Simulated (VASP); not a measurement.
Data:

```xyz
4
Lattice="3.6414 0.0000 0.0000 0.0000 3.6414 0.0000 0.0000 0.0000 3.6414" Properties=species:S:1:pos:R:3 pbc="T T T"
Al     0.0000     0.0000     0.0000
Ni     0.0000     1.8207     1.8207
Ni     1.8207     0.0000     1.8207
Ni     1.8207     1.8207     0.0000
```
Starting moments (μB, in the order of the record's atoms Al Ni Ni Ni): 0.0 0.5 0.5 0.5.

These are PBE GGA + U (Dudarev), VASP's PBE PAW potentials (set 64) (plane waves; VASP 6.6.1) values and carry that method's errors. Numerical set-up: 400 eV cut-off, 8×8×8 Γ-centred mesh, first-order Methfessel-Paxton smearing of 0.10 eV, potentials Al Ni, U − J: Ni 8.00 eV.

Estimate the cell moment, energy per atom (σ→0), pressure, band gap (on the k-mesh) with the smallest direct gap where there is one.

| Property | Result |
|---|---|
| band gap (on the k-mesh) | none (metal, semimetal or under 0.01 eV) |
| cell moment | 1.70 μB |
| energy per atom (σ→0) | -1.987 eV/atom |
| pressure | -15.00 GPa |

Give the moment on each site (PAW-sphere projection).

```json
[
 {"site": "Al1", "moment (μB)": "-0.02"},
 {"site": "Ni2", "moment (μB)": "0.67"},
 {"site": "Ni3", "moment (μB)": "0.67"},
 {"site": "Ni4", "moment (μB)": "0.67"}
]
```

Only differences to runs with the same potentials and settings are physical.

The compound is Ni3Al in the L1_2 structure. The cell was not relaxed at this level. The run is one of a series of settings (LDAU = .TRUE., LDAUJ = 0 0, LDAUL = -1 2, LDAUTYPE = 2, LDAUU = 0 8.0 against the base run), some of them coarse on purpose.
